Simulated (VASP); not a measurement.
# SrHfAs2 with PBE + D3: from relaxation to properties, part 5 of 6

What structure does SrHfAs2 take at this level, and what are its properties? The cell is invented: it takes the structure of a Materials Project entry for SrHfN2 (space group 166 there), with some of its atoms replaced by other elements, volume scaled by an estimate. It may not be a known or stable phase.

VASP 6.6.1, plane waves and PAW; the level of theory is named at each step.

Still holding for the runs below: The k-mesh is coarse for a metal.

So far. Step 9 (Volume scan with PBE + D3 (run 2)): The pressure falls from 5.37 to 3.40 GPa. Step 9 (Volume scan with PBE + D3 (run 2)): The run ends at a pressure of 3.40 GPa, with forces up to 0.18 eV/Å.

## 10. Volume scan with PBE + D3 (run 3)

Level of this step: PBE with D3; plane waves and PAW (Hf_pv, Sr_sv, As); invented cell (VASP).

INCAR

```
SYSTEM = SrHfAs2
PREC = Accurate
ENCUT = 400
EDIFF = 1E-06
NELM = 100
ISMEAR = 0
SIGMA = 0.05
LREAL = .FALSE.
ALGO = Normal
GGA = PE
IVDW = 11
NBANDS = 21
LORBIT = 11
LWAVE = .FALSE.
LCHARG = .FALSE.
KPAR = 2
ISIF = 2
```

POSCAR

```
SrHfAs2
1.0
    1.9798246985      1.1430524623      6.9689949654
   -1.9798246985      1.1430524623      6.9689949654
    0.0000000000     -2.2861049245      6.9689949654
Hf Sr As
1 1 2
Direct
    0.5000000000      0.5000000000      0.5000000000
    0.0000000000      0.0000000000      0.0000000000
    0.2374279648      0.2374279648      0.2374279648
    0.7625720352      0.7625720352      0.7625720352
```

KPOINTS

```
Automatic mesh
0
Gamma
7 7 7
0 0 0
```

The projector-augmented-wave data sets are Hf_pv, Sr_sv and As (PBE family, release 64).

Launch:

```bash
mpirun -np 2 vasp_std
```

The program printed:

```text
[... set-up lines as in an earlier step ...]
 entering main loop
       N       E                     dE             d eps       ncg     rms          rms(c)
DAV:   1     0.112678497482E+03    0.11268E+03   -0.12743E+04  1856   0.106E+03
DAV:   2    -0.197210214873E+02   -0.13240E+03   -0.12717E+03  2272   0.238E+02
DAV:   3    -0.269691046806E+02   -0.72481E+01   -0.71298E+01  2868   0.434E+01
DAV:   4    -0.271462958577E+02   -0.17719E+00   -0.17683E+00  2574   0.604E+00
[...]
DAV:  11    -0.252773896187E+02    0.26479E-04   -0.20658E-04  2478   0.727E-02    0.546E-02
DAV:  12    -0.252773849741E+02    0.46447E-05   -0.46714E-05  2211   0.307E-02    0.153E-02
DAV:  13    -0.252773857903E+02   -0.81619E-06   -0.66046E-06  2314   0.139E-02
   1 F= -.26442889E+02 E0= -.26442550E+02  d E =-.678244E-03
```

It took 2.1 min on 2 MPI ranks of AMD EPYC 7R43, shared host; peak memory 0.67 GiB.

Parts of OUTCAR (step 10):

```text
 Edisp (eV)   -1.16550

  Total       0.92466     0.92466     1.02232     0.00000     0.00000     0.00000
  in kB      15.65593    15.65593    17.30950     0.00000     0.00000     0.00000
  external pressure =       16.21 kB  Pullay stress =        0.00 kB

 POSITION                                       TOTAL-FORCE (eV/Angst)
 -----------------------------------------------------------------------------------
      0.00000      0.00000     10.45349        -0.000000     -0.000000      0.000000
      0.00000      0.00000      0.00000         0.000000     -0.000000      0.000000
      0.00000      0.00000      4.96390         0.000000      0.000000      0.084947
      0.00000      0.00000     15.94308         0.000000     -0.000000     -0.084947
 -----------------------------------------------------------------------------------
    total drift:                                0.000000      0.000000     -0.000000

  FREE ENERGIE OF THE ION-ELECTRON SYSTEM (eV)
  ---------------------------------------------------
  free  energy   TOTEN  =       -26.4428891944 eV

  energy  without entropy=      -26.4422109506  energy(sigma->0) =      -26.44255007

[... 1 part as in an earlier step ...]

[... 2 further parts left out ...]
[key lines of the parts left out:]
E-fermi :   4.2828
```

The pressure falls from 3.40 to 1.62 GPa.

The run ends at a pressure of 1.62 GPa, with forces up to 0.085 eV/Å.

## 11. Volume scan with PBE + D3 (run 4)

INCAR is that of step 10.

POSCAR

```
SrHfAs2
1.0
    1.9932022982      1.1507760240      7.0160841976
   -1.9932022982      1.1507760240      7.0160841976
    0.0000000000     -2.3015520480      7.0160841976
Hf Sr As
1 1 2
Direct
    0.5000000000      0.5000000000      0.5000000000
    0.0000000000      0.0000000000      0.0000000000
    0.2374279648      0.2374279648      0.2374279648
    0.7625720352      0.7625720352      0.7625720352
```

KPOINTS is that of step 10.

Launch:

```bash
mpirun -np 2 vasp_std
```

The program printed:

```text
[... set-up lines as in an earlier step ...]
 entering main loop
       N       E                     dE             d eps       ncg     rms          rms(c)
DAV:   1     0.111669690785E+03    0.11167E+03   -0.12828E+04  1872   0.106E+03
DAV:   2    -0.198873535474E+02   -0.13156E+03   -0.12550E+03  2307   0.237E+02
DAV:   3    -0.270171457162E+02   -0.71298E+01   -0.69925E+01  2782   0.431E+01
DAV:   4    -0.272366288018E+02   -0.21948E+00   -0.21913E+00  2656   0.661E+00
[...]
DAV:  12    -0.253126964637E+02    0.55142E-05   -0.48045E-05  2216   0.314E-02    0.163E-02
DAV:  13    -0.253126975193E+02   -0.10556E-05   -0.74073E-06  2307   0.147E-02    0.143E-02
DAV:  14    -0.253126973585E+02    0.16079E-06   -0.35655E-07  1404   0.387E-03
   1 F= -.26453147E+02 E0= -.26452850E+02  d E =-.595604E-03
```

Wall time 2.2 min (2 MPI ranks); peak memory 0.67 GiB.

From OUTCAR (step 11):

```text
 Edisp (eV)   -1.14045

  Total      -0.00759    -0.00759     0.03783     0.00000     0.00000     0.00000
  in kB      -0.12595    -0.12595     0.62766     0.00000     0.00000     0.00000
  external pressure =        0.13 kB  Pullay stress =        0.00 kB

 POSITION                                       TOTAL-FORCE (eV/Angst)
 -----------------------------------------------------------------------------------
      0.00000      0.00000     10.52413        -0.000000      0.000000      0.000000
      0.00000      0.00000      0.00000         0.000000     -0.000000      0.000000
      0.00000      0.00000      4.99744         0.000000     -0.000000     -0.003343
      0.00000      0.00000     16.05081         0.000000     -0.000000      0.003343
 -----------------------------------------------------------------------------------
    total drift:                                0.000000      0.000000     -0.000000

  FREE ENERGIE OF THE ION-ELECTRON SYSTEM (eV)
  ---------------------------------------------------
  free  energy   TOTEN  =       -26.4531474747 eV

  energy  without entropy=      -26.4525518711  energy(sigma->0) =      -26.45284967

[... 2 parts as in an earlier step ...]

[... 1 further part left out ...]
[key lines of the parts left out:]
E-fermi :   4.1519
```

The pressure falls from 1.62 to 0.01 GPa.

The run ends at a pressure of 0.01 GPa, with forces up to 0.0033 eV/Å.

## 12. Volume scan with PBE + D3 (run 5)

INCAR is that of step 11.

POSCAR

```
SrHfAs2
1.0
    2.0064026981      1.1583972794      7.0625496855
   -2.0064026981      1.1583972794      7.0625496855
    0.0000000000     -2.3167945588      7.0625496855
Hf Sr As
1 1 2
Direct
    0.5000000000      0.5000000000      0.5000000000
    0.0000000000      0.0000000000      0.0000000000
    0.2374279648      0.2374279648      0.2374279648
    0.7625720352      0.7625720352      0.7625720352
```

KPOINTS is that of step 11.

Launch:

```bash
mpirun -np 2 vasp_std
```

The program printed:

```text
[... set-up lines as in an earlier step ...]
 entering main loop
       N       E                     dE             d eps       ncg     rms          rms(c)
DAV:   1     0.111504629013E+03    0.11150E+03   -0.12803E+04  1856   0.106E+03
DAV:   2    -0.198120747727E+02   -0.13132E+03   -0.12548E+03  2252   0.237E+02
DAV:   3    -0.271324299243E+02   -0.73204E+01   -0.72168E+01  2930   0.431E+01
DAV:   4    -0.273092670751E+02   -0.17684E+00   -0.17635E+00  2572   0.586E+00
[...]
DAV:  12    -0.253279200047E+02    0.68119E-05   -0.42726E-05  2225   0.301E-02    0.171E-02
DAV:  13    -0.253279214986E+02   -0.14939E-05   -0.84380E-06  2338   0.149E-02    0.186E-02
DAV:  14    -0.253279212807E+02    0.21789E-06   -0.55650E-07  1439   0.440E-03
   1 F= -.26444939E+02 E0= -.26444663E+02  d E =-.552574E-03
```

It took 2.5 min on 2 MPI ranks; peak memory 0.67 GiB; 5 min of CPU time.

OUTCAR, selected parts (step 12):

```text
 Edisp (eV)   -1.11702

  Total      -0.88477    -0.88477    -0.88603     0.00000    -0.00000     0.00000
  in kB     -14.39310   -14.39310   -14.41352     0.00000    -0.00000     0.00000
  external pressure =      -14.40 kB  Pullay stress =        0.00 kB

 POSITION                                       TOTAL-FORCE (eV/Angst)
 -----------------------------------------------------------------------------------
      0.00000      0.00000     10.59382        -0.000000      0.000000     -0.000000
      0.00000      0.00000      0.00000         0.000000      0.000000     -0.000000
      0.00000      0.00000      5.03054         0.000000     -0.000000     -0.086141
      0.00000      0.00000     16.15711         0.000000     -0.000000      0.086141
 -----------------------------------------------------------------------------------
    total drift:                                0.000000      0.000000     -0.000000

  FREE ENERGIE OF THE ION-ELECTRON SYSTEM (eV)
  ---------------------------------------------------
  free  energy   TOTEN  =       -26.4449388934 eV

  energy  without entropy=      -26.4443863192  energy(sigma->0) =      -26.44466261

[... 1 part as in an earlier step ...]

[... 2 further parts left out ...]
[key lines of the parts left out:]
E-fermi :   4.0279
```

The pressure falls from 0.01 to -1.44 GPa.

The run ends at a pressure of -1.44 GPa, with forces up to 0.086 eV/Å.

## 13. Volume scan with PBE + D3 (run 6)

INCAR is that of step 12.

POSCAR

```
SrHfAs2
1.0
    2.0194316521      1.1659195504      7.1084116828
   -2.0194316521      1.1659195504      7.1084116828
    0.0000000000     -2.3318391008      7.1084116828
Hf Sr As
1 1 2
Direct
    0.5000000000      0.5000000000      0.5000000000
    0.0000000000      0.0000000000      0.0000000000
    0.2374279648      0.2374279648      0.2374279648
    0.7625720352      0.7625720352      0.7625720352
```

KPOINTS is that of step 12.

Launch:

```bash
mpirun -np 2 vasp_std
```

The program printed:

```text
[... set-up lines as in an earlier step ...]
 entering main loop
       N       E                     dE             d eps       ncg     rms          rms(c)
DAV:   1     0.110727673276E+03    0.11073E+03   -0.12706E+04  1856   0.106E+03
DAV:   2    -0.200170314665E+02   -0.13074E+03   -0.12448E+03  2245   0.235E+02
DAV:   3    -0.271628234315E+02   -0.71458E+01   -0.70783E+01  2871   0.429E+01
DAV:   4    -0.273622635752E+02   -0.19944E+00   -0.19912E+00  2665   0.613E+00
[...]
DAV:  12    -0.253249751932E+02    0.96633E-05   -0.53336E-05  2221   0.324E-02    0.172E-02
DAV:  13    -0.253249768984E+02   -0.17052E-05   -0.10474E-05  2448   0.171E-02    0.176E-02
DAV:  14    -0.253249766688E+02    0.22959E-06   -0.80104E-07  1474   0.529E-03
   1 F= -.26420065E+02 E0= -.26419810E+02  d E =-.510553E-03
```

The job ended after 3.7 min (2 MPI ranks; peak memory 0.74 GiB; 7.3 min of CPU time).

From OUTCAR (step 13):

```text
 Edisp (eV)   -1.09509

  Total      -1.71213    -1.71213    -1.75237     0.00000     0.00000     0.00000
  in kB     -27.31648   -27.31649   -27.95848     0.00000     0.00000     0.00000
  external pressure =      -27.53 kB  Pullay stress =        0.00 kB

 POSITION                                       TOTAL-FORCE (eV/Angst)
 -----------------------------------------------------------------------------------
      0.00000      0.00000     10.66262         0.000000     -0.000000     -0.000000
      0.00000      0.00000      0.00000        -0.000000     -0.000000     -0.000000
      0.00000      0.00000      5.06321        -0.000000     -0.000000     -0.163959
      0.00000      0.00000     16.26203        -0.000000      0.000000      0.163959
 -----------------------------------------------------------------------------------
    total drift:                               -0.000000      0.000000     -0.000000

  FREE ENERGIE OF THE ION-ELECTRON SYSTEM (eV)
  ---------------------------------------------------
  free  energy   TOTEN  =       -26.4200649697 eV

  energy  without entropy=      -26.4195544172  energy(sigma->0) =      -26.41980969

[... 1 part as in an earlier step ...]

[... 2 further parts left out ...]
[key lines of the parts left out:]
E-fermi :   3.9116
```

The pressure falls from -1.44 to -2.75 GPa.

The run ends at a pressure of -2.75 GPa, with forces up to 0.16 eV/Å.

## 14. Volume scan with PBE + D3 (run 7)

A prediction first. A parabola through the 6 pressures of evenly scaled cells so far, P = 0.01 -76.6 t +160 t² GPa with t = ln(V/V₁) and V₁ the volume at scale 1, gives -3.91 GPa at t = +0.0583.

INCAR is that of step 13.

POSCAR

```
SrHfAs2
1.0
    2.0322946209      1.1733459898      7.1536894111
   -2.0322946209      1.1733459898      7.1536894111
    0.0000000000     -2.3466919796      7.1536894111
Hf Sr As
1 1 2
Direct
    0.5000000000      0.5000000000      0.5000000000
    0.0000000000      0.0000000000      0.0000000000
    0.2374279648      0.2374279648      0.2374279648
    0.7625720352      0.7625720352      0.7625720352
```

KPOINTS is that of step 13.

Launch:

```bash
mpirun -np 2 vasp_std
```

The program printed:

```text
[... set-up lines as in an earlier step ...]
 entering main loop
       N       E                     dE             d eps       ncg     rms          rms(c)
DAV:   1     0.110474168051E+03    0.11047E+03   -0.12682E+04  1864   0.105E+03
DAV:   2    -0.202085099019E+02   -0.13068E+03   -0.12506E+03  2271   0.236E+02
DAV:   3    -0.272065698224E+02   -0.69981E+01   -0.69322E+01  2836   0.428E+01
DAV:   4    -0.273983615525E+02   -0.19179E+00   -0.19139E+00  2655   0.602E+00
[...]
DAV:  12    -0.253055781813E+02    0.86927E-05   -0.45580E-05  2218   0.292E-02    0.166E-02
DAV:  13    -0.253055801622E+02   -0.19810E-05   -0.98631E-06  2374   0.161E-02    0.208E-02
DAV:  14    -0.253055799270E+02    0.23522E-06   -0.57964E-07  1469   0.458E-03
   1 F= -.26380131E+02 E0= -.26379891E+02  d E =-.481062E-03
```

The job ended after 3 min (2 MPI ranks; peak memory 0.73 GiB).

From OUTCAR (step 14):

```text
 Edisp (eV)   -1.07455

  Total      -2.49365    -2.49365    -2.56461     0.00000     0.00000     0.00000
  in kB     -39.03475   -39.03476   -40.14553     0.00000     0.00000     0.00000
  external pressure =      -39.41 kB  Pullay stress =        0.00 kB

 POSITION                                       TOTAL-FORCE (eV/Angst)
 -----------------------------------------------------------------------------------
      0.00000      0.00000     10.73053        -0.000000     -0.000000     -0.000000
      0.00000      0.00000      0.00000         0.000000     -0.000000     -0.000000
      0.00000      0.00000      5.09546         0.000000     -0.000000     -0.236879
      0.00000      0.00000     16.36561         0.000000      0.000000      0.236879
 -----------------------------------------------------------------------------------
    total drift:                               -0.000000     -0.000000     -0.000000

  FREE ENERGIE OF THE ION-ELECTRON SYSTEM (eV)
  ---------------------------------------------------
  free  energy   TOTEN  =       -26.3801313167 eV

  energy  without entropy=      -26.3796502550  energy(sigma->0) =      -26.37989079

[... 1 part as in an earlier step ...]

[... 2 further parts left out ...]
[key lines of the parts left out:]
E-fermi :   3.8025
```

The pressure falls from -2.75 to -3.94 GPa. The parabola predicted -3.91 GPa, +0.03 GPa off.

## 15. Comparing the runs

Times are for 2 MPI ranks of AMD EPYC 7R43, shared host. Results by setting:

```
no.  volume scale  energy above the lowest point (meV/atom)  pressure (GPa)     time  memory (GiB)
  1          0.94                                     23.61           5.366  2.1 min          0.67
  2          0.96                                     10.26           3.401  2.2 min           0.7
  3          0.98                                      2.57           1.621  2.1 min          0.67
  4             1                                         0         0.01253  2.2 min          0.67
  5          1.02                                      2.05          -1.440  2.5 min          0.67
  6          1.04                                      8.26          -2.753  3.7 min          0.74
  7          1.06                                     18.24          -3.941    3 min          0.73
```

## 16. Fit for PBE + D3

This step: Birch-Murnaghan fit, PBE with D3; plane waves and PAW; invented cell (VASP 6.6.1).

No new run; the numbers come from the runs before.

Numbers from this step:

| Property | Result |
| --- | --- |
| pressure derivative of the bulk modulus | 4.098 |
| r.m.s. error of the fit | 1.46e-6 eV/atom |
| minimum inside the sampled range | yes |
| bulk modulus | 76.28 GPa |
| equilibrium volume of the fit | 24.16 Å³/atom |

The energy above the fitted minimum by volume:

```
volume (Å³/atom)  energy above the fitted minimum (eV/atom)
           22.69                                     0.0236
           23.17                                     0.0103
           23.66                                    0.00258
           24.14                                     1.5e-6
           24.62                                    0.00205
           25.11                                    0.00826
           25.59                                     0.0182
```

The fitted volume lies +0.08 % from the relaxed one. The atoms bear forces along the scan, since they were held; freeing them would lower the modulus.

(Continued in part 6 of 6.)

[Lines on the potential files, build, host, timing and source positions are cut from VASP's logs without a mark.]

[Logs are printed without paths, hosts, clocks, repeated set-up lines and the standing remarks that a program may print on its own settings, such as how far it seeks lower states.]

[Hosts, paths, dates, database ids (printed as entryN), source tags and the programs' standing remarks are cut or masked in the printed files.]

[A measured line is paired with the nearest computed mode of its activity, which favours agreement.]
